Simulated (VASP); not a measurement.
# Mg3Ir: vacancies and antisites compared, part 6 of 7

Wanted: a map of the native defects of Mg3Ir, all in one supercell and at one level. The start is a cell from a database of measured crystal structures.

VASP 6.6.1, plane waves and PAW; the level of theory is named at each step.

So far, formation energy of the neutral defect (eV): step 7 (energies of this defect, 31 atoms, defect vacancy, element …) 1.87; step 9 (Mg24Ir7, element Ir, defect Ir vacancy) 1.60.

## Step 10: The defect cell, 32 atoms, defect Mg on the Ir site

This step: PBEsol; plane waves and PAW (Mg, Ir) (VASP 6.6.1).

System of this step: Mg25Ir7. The cell holds 32 atoms: 25 Mg and 7 Ir. Cell: a = 11.355 Å, b = 11.355 Å, c = 9.358 Å, α = 129.0°, β = 129.0°, γ = 87.8°. It derives from Mg3Ir. Nearest the centre at fractional (0.542, 0.708, 0.500): Mg1 at 0.00 Å, Mg5 at 2.63 Å, Mg2 at 2.63 Å, Mg3 at 2.63 Å, Mg19 at 2.69 Å, Mg10 at 2.69 Å, Mg14 at 2.98 Å, Mg22 at 2.98 Å.

The input, INCAR:

```
SYSTEM = Mg25Ir7
PREC = Normal
ENCUT = 300
EDIFF = 1E-05
NELM = 120
ISMEAR = 1
SIGMA = 0.2
LREAL = Auto
ALGO = Fast
GGA = PS
LORBIT = 11
LWAVE = .FALSE.
LCHARG = .TRUE.
KPAR = 4
NCORE = 2
IBRION = 2
NSW = 50
ISIF = 2
EDIFFG = -0.03
POTIM = 0.4
MAXMIX = 40
ISYM = 2
```

The input, POSCAR:

```
Mg25Ir7
1.0
   -6.8211505575      3.9381931106      8.1787353532
    6.8211505575     -3.9381931106      8.1787353532
    2.2737168525      3.9381931106     -8.1787353532
Mg Ir
25 7
Direct
    0.5416666700      0.7083333300      0.5000000000
    0.3750000000      0.3750000000      0.0000000000
    0.8750000000      0.8750000000      0.0000000000
    0.8750000000      0.3750000000      0.5000000000
    0.3750000000      0.8750000000      0.5000000000
    0.1250000000      0.1250000000      0.0000000000
    0.6250000000      0.6250000000      0.0000000000
    0.6250000000      0.1250000000      0.5000000000
    0.1250000000      0.6250000000      0.5000000000
    0.3775177000      0.5441843600      0.5000000000
    0.8775177000      0.0441843600      0.5000000000
    0.8775177000      0.5441843600      0.0000000000
    0.3775177000      0.0441843600      0.0000000000
    0.7941843600      0.6275177000      0.5000000000
    0.2941843600      0.1275177000      0.5000000000
    0.2941843600      0.6275177000      0.0000000000
    0.7941843600      0.1275177000      0.0000000000
    0.2058156400      0.3724823000      0.5000000000
    0.7058156400      0.8724823000      0.5000000000
    0.7058156400      0.3724823000      0.0000000000
    0.2058156400      0.8724823000      0.0000000000
    0.6224823000      0.4558156400      0.5000000000
    0.1224823000      0.9558156400      0.5000000000
    0.1224823000      0.4558156400      0.0000000000
    0.6224823000      0.9558156400      0.0000000000
    0.0416666700      0.2083333300      0.5000000000
    0.0416666700      0.7083333300      0.0000000000
    0.5416666700      0.2083333300      0.0000000000
    0.4583333300      0.2916666700      0.5000000000
    0.9583333300      0.7916666700      0.5000000000
    0.9583333300      0.2916666700      0.0000000000
    0.4583333300      0.7916666700      0.0000000000
```

The input, KPOINTS:

```
Automatic mesh
0
Gamma
5 5 5
0 0 0
```

Potentials, in the order of the species: Mg and Ir (PBE family, release 64).

Started as:

```console
> mpirun -np 8 vasp_std
```

Log:

```text
[banner, memory and clock lines left out]
running    8 mpi-ranks, on    1 nodes
[...]
[... a notice as in an earlier step ...]

 LDA part: xc-table for (Slater+PW92), standard interpolation
 POSCAR, INCAR and KPOINTS ok, starting setup
[...]
entering main loop
       N       E                     dE             d eps       ncg     rms          rms(c)
DAV:   1     0.335233122608E+03    0.33523E+03   -0.29316E+04  3942   0.813E+02
DAV:   2    -0.775013535422E+02   -0.41273E+03   -0.36310E+03  4674   0.236E+02
DAV:   3    -0.119575591543E+03   -0.42074E+02   -0.39422E+02  5036   0.600E+01
DAV:   4    -0.121004804771E+03   -0.14292E+01   -0.14221E+01  4772   0.129E+01
[...]
RMM:  12    -0.117879080053E+03   -0.48737E-05   -0.10992E-03  4499   0.114E-01    0.462E-02
RMM:  13    -0.117879071790E+03    0.82631E-05   -0.21285E-04  4390   0.469E-02    0.180E-02
RMM:  14    -0.117879073409E+03   -0.16193E-05   -0.58214E-05  3331   0.209E-02
   1 F= -.11787907E+03 E0= -.11787880E+03  d E =-.117879E+03
[...]
2 F= -.11816733E+03 E0= -.11816698E+03  d E =-.288255E+00
   3 F= -.11842861E+03 E0= -.11842840E+03  d E =-.549533E+00
   4 F= -.11842947E+03 E0= -.11842929E+03  d E =-.550395E+00
   5 F= -.11847297E+03 E0= -.11847303E+03  d E =-.435010E-01
   6 F= -.11848943E+03 E0= -.11848971E+03  d E =-.599572E-01
   7 F= -.11848955E+03 E0= -.11848985E+03  d E =-.600860E-01
   8 F= -.11849485E+03 E0= -.11849528E+03  d E =-.529292E-02
   9 F= -.11849989E+03 E0= -.11850062E+03  d E =-.103391E-01
  10 F= -.11850355E+03 E0= -.11850427E+03  d E =-.365169E-02
  11 F= -.11850604E+03 E0= -.11850674E+03  d E =-.614437E-02
  12 F= -.11850616E+03 E0= -.11850685E+03  d E =-.626536E-02
  13 F= -.11850882E+03 E0= -.11850956E+03  d E =-.266515E-02
  14 F= -.11851037E+03 E0= -.11851116E+03  d E =-.420769E-02
  15 F= -.11851353E+03 E0= -.11851439E+03  d E =-.316667E-02
  16 F= -.11851582E+03 E0= -.11851680E+03  d E =-.545039E-02
  17 F= -.11851824E+03 E0= -.11851921E+03  d E =-.242140E-02
  18 F= -.11851954E+03 E0= -.11852050E+03  d E =-.372630E-02
  19 F= -.11852061E+03 E0= -.11852152E+03  d E =-.106895E-02
 trial-energy change:   -0.001069  1 .order   -0.001050   -0.001691   -0.000408
 step:   3.5702(harm=  3.5702)  dis= 0.01268  next Energy=  -118.520658 (dE=-0.111E-02)
 reached required accuracy - stopping structural energy minimisation
```

The job ended after 12 min (8 MPI ranks of AMD EPYC 7R43, shared host; peak memory 2.7 GiB; 1.6 h of CPU time).

OUTCAR, selected parts (step 10):

```text
  Total        9.4111139      9.4762031      7.6453353      0.0563689     -0.0000000     -0.0000000
  in kB       25.7360612     25.9140572     20.9072826      0.1541491     -0.0000000     -0.0000000
  external PRESSURE =      24.1858003 kB  Pullay stress =       0.0000000 kB

 POSITION                                       TOTAL-FORCE (eV/Angst)
 -----------------------------------------------------------------------------------
      2.25468      1.32372      6.13405         0.003945     -0.002278      0.000000
      2.15513      3.86948     -2.04468         0.013083      0.007950      0.000000
      0.00021      0.13706     14.31279        -0.000344     -0.015305      0.000000
     -2.26347      3.93228      6.13405        -0.014394      0.008310      0.000000
      4.63885     -0.05278      6.13405         0.012245     -0.007070      0.000000
      0.00219     -0.00127      2.04468        -0.001113      0.000643      0.000000
      0.00219     -0.00127     10.22342        -0.001113      0.000643      0.000000
     -2.26474      3.93301      2.20496        -0.000813      0.000469      0.002309
      4.55641     -0.00518      1.88441        -0.000813      0.000469     -0.002309
      2.32062      1.28565      3.29406         0.008950     -0.005167      0.019676
     -4.61908      5.29229      3.49955         0.004982     -0.002876     -0.011697
     -2.21496      1.38349     11.61608        -0.006431      0.008021     -0.003083
     -0.03190      5.16466     -4.74139        -0.010162      0.001559     -0.003083
     -0.11502      2.69187      7.58867        -0.005660      0.003268      0.004249
[...]
-----------------------------------------------------------------------------------
    total drift:                                0.005927     -0.003422     -0.000000

  FREE ENERGIE OF THE ION-ELECTRON SYSTEM (eV)
  ---------------------------------------------------
  free  energy   TOTEN  =      -118.5206122463 eV

  energy  without entropy=     -118.5233380186  energy(sigma->0) =     -118.52152084

[... 2 parts as in an earlier step ...]

[... 2 further parts left out ...]
[key lines of the parts left out:]
E-fermi :   3.9436
```

Relaxation path:

| step | energy less that of the first step (eV) | largest force (eV/Å) |
| --- | --- | --- |
| 1 | 0.0000 | 1.0782 |
| 2 | -0.2883 | 0.7243 |
| 3 | -0.5495 | 0.3155 |
| 4 | -0.5504 | 0.3286 |
| 5 | -0.5939 | 0.1801 |
| 6 | -0.6104 | 0.0763 |
| 7 | -0.6105 | 0.0750 |
| 8 | -0.6158 | 0.0598 |
| 9 | -0.6208 | 0.0736 |
| 10 | -0.6245 | 0.0702 |
| 11 | -0.6270 | 0.0664 |
| 12 | -0.6271 | 0.0651 |
| 13 | -0.6298 | 0.0533 |
| 14 | -0.6313 | 0.0612 |
| 15 | -0.6345 | 0.0492 |
| 16 | -0.6367 | 0.0492 |
| 17 | -0.6392 | 0.0374 |
| 18 | -0.6405 | 0.0500 |
| 19 | -0.6415 | 0.0222 |

The atoms that moved most (Å):

| atom | dx | dy | dz | length |
| --- | --- | --- | --- | --- |
| Mg10 | 0.047 | -0.027 | -0.155 | 0.164 |
| Mg19 | 0.047 | -0.027 | 0.155 | 0.164 |
| Mg8 | 0.009 | -0.005 | 0.160 | 0.161 |
| Mg9 | 0.009 | -0.005 | -0.160 | 0.161 |
| Mg22 | -0.115 | 0.066 | -0.050 | 0.142 |
| Mg14 | -0.115 | 0.066 | 0.050 | 0.142 |
| Mg24 | 0.004 | -0.136 | -0.032 | 0.140 |
| Mg17 | 0.120 | 0.064 | 0.032 | 0.140 |

Final coordinates:

```xyz
32
Lattice="-6.8212 3.9382 8.1787 6.8212 -3.9382 8.1787 2.2737 3.9382 -8.1787" Properties=species:S:1:pos:R:3 pbc="T T T"
Mg    2.2547    1.3237    6.1341
Mg   -0.1186   -0.0687    6.1341
Mg    0.0002    0.1371   14.3128
Mg   -2.2635    3.9323    6.1341
Mg    4.6388   -0.0528    6.1341
Mg    0.0022   -0.0013    2.0447
Mg    0.0022   -0.0013   10.2234
Mg   -2.2647    3.9330    2.2050
Mg    4.5564   -0.0052    1.8844
Mg    2.3206    1.2856    3.2941
Mg   -4.6191    5.2923    3.4995
Mg   -2.2150    1.3835   11.6161
Mg   -2.3056    1.2265    3.4373
Mg   -0.1150    2.6919    7.5887
Mg   -0.0195    2.6367   -0.6350
Mg    2.2781   -1.4490    7.5704
Mg   -4.4272    2.6898    7.5704
Mg    2.2021    1.3541    0.5898
Mg    2.3206    1.2856    8.9740
Mg   -2.3056    1.2265    8.8308
Mg    4.6062   -2.5547    8.8308
Mg   -0.1150    2.6919    4.6794
Mg    6.8017   -1.3015    4.7243
Mg    2.2781   -1.4490    4.6977
Mg    2.3939   -1.2484   12.8764
Ir    2.3073    1.2933   -2.0447
Ir    4.5227   -2.6316    6.1341
Ir   -2.2808    1.3372    6.1341
Ir    0.0091    2.6202    2.0271
Ir    0.0091    2.6202   10.2410
Ir   -4.5428    2.6228   10.2234
Ir    2.2783   -1.3154   10.2234
```

The run ended after 19 ionic steps, 0.642 eV below its first step, once the forces on the free atoms met EDIFFG = -0.03.

The 5 first neighbours (Mg) lie 2.65 Å from the site on average (2.63 to 2.69) in the perfect crystal and 2.79 Å on average from the atom on it after the relaxation (+5.2 %).

## Step 11: This defect's formation energies, 32 atoms, defect substitution, element Ir

This step: point defect, PBEsol; plane waves and PAW (VASP 6.6.1).

No new run; the numbers come from the runs before.

The formation energy is the energy of the relaxed defect cell less that of the perfect cell, with each removed atom booked to its reference and each added atom taken from it.

References, in eV an atom: Ir -9.842 (crystal Fm-3m) and Mg -1.721 (crystal P6_3/mmc). They were run at the supercell's cutoff and functional, without U, and count both elements from their own phases.

The formation energy is 2.180 eV, and the largest move of an atom 0.16 Å.

## Step 12: Relaxing the defect, 32 atoms, defect Ir on the Mg site

This step: PBEsol, spin-polarised, with small moments to start from; plane waves and PAW (Ir, Mg) (VASP 6.6.1).

System of this step: Mg23Ir9. The cell holds 32 atoms: 9 Ir and 23 Mg. Cell: a = 11.355 Å, b = 11.355 Å, c = 9.358 Å, α = 129.0°, β = 129.0°, γ = 87.8°. It derives from Mg3Ir. Nearest the centre at fractional (0.375, 0.375, 0.000): Ir9 at 0.00 Å, Ir1 at 2.63 Å, Ir2 at 2.63 Å, Ir4 at 2.63 Å, Mg22 at 2.98 Å, Mg30 at 2.98 Å, Mg29 at 2.98 Å, Mg21 at 2.98 Å.

Edit INCAR of step 10 so:

```diff
@@ -1,2 +1,2 @@
-SYSTEM = Mg25Ir7
+SYSTEM = Mg23Ir9
 PREC = Normal
@@ -10,2 +10,5 @@
 GGA = PS
+ISPIN = 2
+MAGMOM = 0.6 0 0 0.6 0 0 0 0 0.6 0 0 0 0 0 0 0 0 0 0 0 0.6 0 0 0 0 0 0 0 0 0 0 0
+LMAXMIX = 4
 LORBIT = 11
```

Edit POSCAR of step 10 so:

```diff
@@ -1,2 +1,2 @@
-Mg25Ir7
+Mg23Ir9
 1.0
@@ -5,6 +5,13 @@
     2.2737168525      3.9381931106     -8.1787353532
-Mg Ir
-25 7
+Ir Mg
+9 23
 Direct
     0.5416666700      0.7083333300      0.5000000000
+    0.0416666700      0.2083333300      0.5000000000
+    0.0416666700      0.7083333300      0.0000000000
+    0.5416666700      0.2083333300      0.0000000000
+    0.4583333300      0.2916666700      0.5000000000
+    0.9583333300      0.7916666700      0.5000000000
+    0.9583333300      0.2916666700      0.0000000000
+    0.4583333300      0.7916666700      0.0000000000
     0.3750000000      0.3750000000      0.0000000000
@@ -33,8 +40 @@
     0.6224823000      0.9558156400      0.0000000000
-    0.0416666700      0.2083333300      0.5000000000
-    0.0416666700      0.7083333300      0.0000000000
-    0.5416666700      0.2083333300      0.0000000000
-    0.4583333300      0.2916666700      0.5000000000
-    0.9583333300      0.7916666700      0.5000000000
-    0.9583333300      0.2916666700      0.0000000000
-    0.4583333300      0.7916666700      0.0000000000
```

KPOINTS is that of step 10.

The projector-augmented-wave data sets are Ir and Mg (PBE family, release 64).

Started as:

```console
> mpirun -np 8 vasp_std
```

Log:

```text
[... set-up lines as in an earlier step ...]
 entering main loop
       N       E                     dE             d eps       ncg     rms          rms(c)
DAV:   1     0.432016203359E+03    0.43202E+03   -0.34005E+04 20412   0.840E+02
DAV:   2    -0.839589730582E+02   -0.51598E+03   -0.46301E+03 23245   0.261E+02
DAV:   3    -0.137534777942E+03   -0.53576E+02   -0.49113E+02 26040   0.661E+01
DAV:   4    -0.139597887035E+03   -0.20631E+01   -0.20439E+01 24952   0.150E+01
[...]
RMM:  17    -0.135698556315E+03    0.28382E-04   -0.51122E-05 15652   0.191E-02    0.539E-02
RMM:  18    -0.135698542651E+03    0.13664E-04   -0.22691E-05 13290   0.147E-02    0.316E-02
RMM:  19    -0.135698538284E+03    0.43671E-05   -0.10361E-05 12067   0.108E-02
   1 F= -.13569854E+03 E0= -.13570034E+03  d E =-.135699E+03  mag=     0.0004
[... from here on, the cycles between the ionic steps are left out ...]
   2 F= -.13585278E+03 E0= -.13585460E+03  d E =-.154241E+00  mag=     0.0001
   3 F= -.13597863E+03 E0= -.13598014E+03  d E =-.280092E+00  mag=     0.0001
   4 F= -.13597875E+03 E0= -.13598024E+03  d E =-.280211E+00  mag=     0.0002
   5 F= -.13599049E+03 E0= -.13599207E+03  d E =-.117384E-01  mag=    -0.0000
   6 F= -.13600635E+03 E0= -.13600820E+03  d E =-.275961E-01  mag=    -0.0008
   7 F= -.13601879E+03 E0= -.13602071E+03  d E =-.124402E-01  mag=    -0.0000
   8 F= -.13603972E+03 E0= -.13604182E+03  d E =-.333798E-01  mag=    -0.0003
   9 F= -.13605113E+03 E0= -.13605336E+03  d E =-.114054E-01  mag=     0.0003
  10 F= -.13605542E+03 E0= -.13605779E+03  d E =-.156957E-01  mag=     0.0002
  11 F= -.13606225E+03 E0= -.13606465E+03  d E =-.682981E-02  mag=    -0.0002
  12 F= -.13607396E+03 E0= -.13607643E+03  d E =-.185399E-01  mag=    -0.0004
  13 F= -.13606617E+03 E0= -.13606866E+03  d E =-.107536E-01  mag=    -0.0002
  14 F= -.13607629E+03 E0= -.13607878E+03  d E =-.208646E-01  mag=     0.0000
  15 F= -.13609102E+03 E0= -.13609353E+03  d E =-.147327E-01  mag=     0.0004
  16 F= -.13610050E+03 E0= -.13610302E+03  d E =-.242163E-01  mag=    -0.0000
  17 F= -.13611192E+03 E0= -.13611447E+03  d E =-.114204E-01  mag=    -0.0000
  18 F= -.13612502E+03 E0= -.13612762E+03  d E =-.245159E-01  mag=    -0.0002
[...]
N       E                     dE             d eps       ncg     rms          rms(c)
DAV:   1    -0.136133965048E+03   -0.89425E-02   -0.40002E-01 20886   0.178E+00    0.877E-02
 hard stop encountered!  aborting job ...
 -----------------------------------------------------------------------------
|                                                                             |
|           W    W    AA    RRRRR   N    N  II  N    N   GGGG   !!!           |
|           W    W   A  A   R    R  NN   N  II  NN   N  G    G  !!!           |
|           W    W  A    A  R    R  N N  N  II  N N  N  G       !!!           |
|           W WW W  AAAAAA  RRRRR   N  N N  II  N  N N  G  GGG   !            |
|           WW  WW  A    A  R   R   N   NN  II  N   NN  G    G                |
|           W    W  A    A  R    R  N    N  II  N    N   GGGG   !!!           |
|                                                                             |
|     The electronic self-consistency was not achieved in the given           |
|     number of steps (NELM). The forces and other quantities evaluated       |
|     might not be reliable so examine the results carefully. If you find     |
|     spurious results, we suggest increasing NELM, if you were close to      |
|     convergence or switching to a different ALGO or adjusting the           |
|     density mixing parameters otherwise.                                    |
|                                                                             |
 -----------------------------------------------------------------------------

 soft stop encountered!  aborting job ...
```

Wall time 51 min (8 MPI ranks).

Relaxation path:

| step | energy less that of the first step (eV) | largest force (eV/Å) |
| --- | --- | --- |
| 1 | 0.0000 | 1.1180 |
| 2 | -0.1542 | 0.7680 |
| 3 | -0.2801 | 0.1292 |
| 4 | -0.2802 | 0.1259 |
| 5 | -0.2919 | 0.0943 |
| 6 | -0.3078 | 0.1275 |
| 7 | -0.3202 | 0.1135 |
| 8 | -0.3412 | 0.2063 |
| 9 | -0.3526 | 0.1407 |
| 10 | -0.3569 | 0.2896 |
| 11 | -0.3637 | 0.2479 |
| 12 | -0.3754 | 0.1709 |
| 13 | -0.3676 | 0.2536 |
| 14 | -0.3777 | 0.1516 |
| 15 | -0.3925 | 0.1180 |
| 16 | -0.4020 | 0.4174 |
| 17 | -0.4134 | 0.2720 |
| 18 | -0.4265 | 0.1128 |

The atoms that moved most (Å):

| atom | dx | dy | dz | length |
| --- | --- | --- | --- | --- |
| Mg14 | 0.005 | -0.003 | -0.402 | 0.402 |
| Mg13 | 0.005 | -0.003 | 0.402 | 0.402 |
| Mg26 | 0.107 | 0.177 | 0.015 | 0.207 |
| Mg18 | -0.099 | -0.181 | -0.015 | 0.207 |
| Mg17 | 0.107 | 0.176 | -0.016 | 0.207 |
| Mg25 | -0.099 | -0.181 | 0.016 | 0.207 |
| Mg31 | -0.114 | 0.066 | -0.049 | 0.141 |
| Mg23 | -0.114 | 0.066 | 0.049 | 0.141 |

The relaxed structure:

```
Ir Mg
1.0
    -6.82115    3.93819    8.17873
     6.82115   -3.93819    8.17873
     2.27372    3.93819   -8.17873
Ir Mg
9 23
Cartesian
  2.1792 1.2600 6.1343
  2.2721 1.4210 -2.0449
  4.5474 -2.6254 6.1341
  -2.1888 1.2637 6.1341
  0.0017 2.6245 2.0447
  0.0016 2.6246 10.2234
  -4.5436 2.6223 10.1844
  2.2784 -1.3144 10.2624
  0.0055 -0.0032 6.1341
  0.0169 -0.0098 14.3128
  -2.2914 3.9408 6.1338
  4.5363 0.0141 6.1343
  0.0047 -0.0029 2.4462
  0.0049 -0.0026 9.8219
  -2.2722 3.9373 2.0447
  4.5497 -0.0013 2.0447
  2.3807 1.4891 3.4333
  -4.6468 5.0696 3.4336
  -2.1823 1.2602 11.6443
  -2.3870 1.3782 3.4332
  -0.0140 2.4900 7.5403
  0.1108 2.7053 -0.6388
  2.1595 -1.2466 7.5878
  -4.5191 2.6096 7.4858
  2.1745 1.1319 0.6560
  2.3811 1.4894 8.8345
  -2.3870 1.3781 8.8349
  4.6386 -2.6784 8.8025
  -0.0138 2.4896 4.7281
  6.9315 -1.2329 4.7279
  2.1594 -1.2469 4.6803
  2.3016 -1.3293 12.9611
```

The run met its time limit with a largest force of 0.11 eV/Å at its last finished step, so it is continued.

[end of part 6 of 7]

[Lines on the potential files, build, host, timing and source positions are cut from VASP's logs without a mark.]

[Logs are printed without paths, hosts, clocks, repeated set-up lines and the standing remarks that a program may print on its own settings, such as how far it seeks lower states.]

[Hosts, paths, dates, database ids (printed as entryN), source tags and the programs' standing remarks are cut or masked in the printed files.]

[In band tables of VASP the shares of atoms and orbitals are scaled to a sum of 1 inside the atoms' spheres.]

[Runs that stopped without an error message from VASP are left out.]
